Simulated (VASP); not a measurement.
Level of theory: LDA (Ceperley-Alder, Perdew-Zunger), VASP's LDA PAW potentials (set 64) (plane waves; VASP). Each cell was relaxed at this level, without spin-orbit coupling.

### Question
Which of these comes out without a gap?
(A) CdI2, P-3m1 (164)
(B) WS2, P6_3/mmc (194)
(C) NaH, Fm-3m (225)
(D) Ca, Fm-3m (225)

### Answer
D, Ca, Fm-3m (225). The others have gaps of 3.57 eV (NaH, Fm-3m (225)), 0.86 eV (WS2, P6_3/mmc (194)), 2.21 eV (CdI2, P-3m1 (164)).
